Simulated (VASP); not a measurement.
These are PBE GGA, VASP's PBE PAW potentials (set 64) (plane waves; VASP) values and carry that method's errors.

A VASP calculation is set up with these files.

**INCAR**
```
SYSTEM = CsPbBr3
PREC = Accurate; ENCUT = 300; LREAL = F
LASPH = T
EDIFF = 1E-6; NELM = 100; ALGO = Normal
LMAXMIX = 4
ISMEAR = 0; SIGMA = 0.01
GGA = PE
ISIF = 2
LWAVE = F; LCHARG = F
```

KPOINTS:
```
K-points
0
G
  5 5 5
0 0 0
```

### POSCAR
```
CsPbBr3
1.0
  5.9707350000   0.0000000000   0.0000000000
  0.0000000000   5.9707350000   0.0000000000
  0.0000000000   0.0000000000   5.9707350000
Cs Pb Br
1 1 3
direct
  0.0000000000   0.0000000000   0.0000000000
  0.5000000000   0.5000000000   0.5000000000
  0.5000000000   0.5000000000   0.0000000000
  0.0000000000   0.5000000000   0.5000000000
  0.5000000000   0.0000000000   0.5000000000
```

POTCAR, in this order: Cs_sv Pb_d Br (PBE.64 set). Program: vasp_std.

The resulting files:

OSZICAR:
```
       N       E                     dE             d eps       ncg     rms          rms(c)
DAV:   1     0.322386374696E+03    0.32239E+03   -0.14208E+04   520   0.988E+02
DAV:   2     0.167196283842E+02   -0.30567E+03   -0.30060E+03   678   0.284E+02
DAV:   3    -0.155766511294E+02   -0.32296E+02   -0.32209E+02   592   0.103E+02
DAV:   4    -0.165118107190E+02   -0.93516E+00   -0.93300E+00   692   0.242E+01
DAV:   5    -0.165404082474E+02   -0.28598E-01   -0.28579E-01   664   0.302E+00    0.402E+00
DAV:   6    -0.159427102927E+02    0.59770E+00   -0.11537E+00   794   0.104E+01    0.234E+00
DAV:   7    -0.158904124115E+02    0.52298E-01   -0.53179E-01   786   0.398E+00    0.103E+00
DAV:   8    -0.159004762427E+02   -0.10064E-01   -0.64012E-02   666   0.210E+00    0.179E-01
DAV:   9    -0.158999405240E+02    0.53572E-03   -0.10680E-02   742   0.780E-01    0.105E-01
DAV:  10    -0.159003443144E+02   -0.40379E-03   -0.11092E-03   604   0.189E-01    0.386E-02
DAV:  11    -0.159004154401E+02   -0.71126E-04   -0.16258E-04   654   0.970E-02    0.779E-03
DAV:  12    -0.159004160645E+02   -0.62439E-06   -0.27998E-05   722   0.533E-02    0.557E-03
DAV:  13    -0.159004160370E+02    0.27464E-07   -0.35508E-06   646   0.142E-02
   1 F= -.15900416E+02 E0= -.15900416E+02  d E =-.351783E-72
```

File OUTCAR:
```
------------------------ aborting loop because EDIFF is reached ----------------------------------------
  FORCE on cell =-STRESS in cart. coord.  units (eV):
  Direction    XX          YY          ZZ          XY          YZ          ZX
  --------------------------------------------------------------------------------------
  Total        0.1978265      0.1978265      0.1978265     -0.0000000      0.0000000     -0.0000000
  in kB        1.4890581      1.4890581      1.4890581     -0.0000000      0.0000000     -0.0000000
  external PRESSURE =       1.4890581 kB  Pullay stress =       0.0000000 kB
  volume of cell :      212.85
      direct lattice vectors                 reciprocal lattice vectors
     5.970735000  0.000000000  0.000000000     0.167483568  0.000000000  0.000000000
     0.000000000  5.970735000  0.000000000     0.000000000  0.167483568  0.000000000
     0.000000000  0.000000000  5.970735000     0.000000000  0.000000000  0.167483568
 POSITION                                       TOTAL-FORCE (eV/Angst)
 -----------------------------------------------------------------------------------
      0.00000      0.00000      0.00000         0.000000      0.000000      0.000000
      2.98537      2.98537      2.98537         0.000000      0.000000      0.000000
      2.98537      2.98537      0.00000         0.000000      0.000000      0.000000
      0.00000      2.98537      2.98537         0.000000      0.000000      0.000000
      2.98537      0.00000      2.98537         0.000000      0.000000      0.000000
 -----------------------------------------------------------------------------------
    total drift:                                0.000000      0.000000      0.000000
  FREE ENERGIE OF THE ION-ELECTRON SYSTEM (eV)
  ---------------------------------------------------
  free  energy   TOTEN  =       -15.9004160370 eV

  energy  without entropy=      -15.9004160370  energy(sigma->0) =      -15.90041604
```
(Selected blocks of OUTCAR.)

At this cut-off the stress carries a Pulay error, which pulls relaxed volumes low.

The structure comes from a computed database's CsPbBr3 entry; how it stands against other phases isn't given here. The cell was not relaxed at this level, and its volume differs by -5.9 % from the start's.
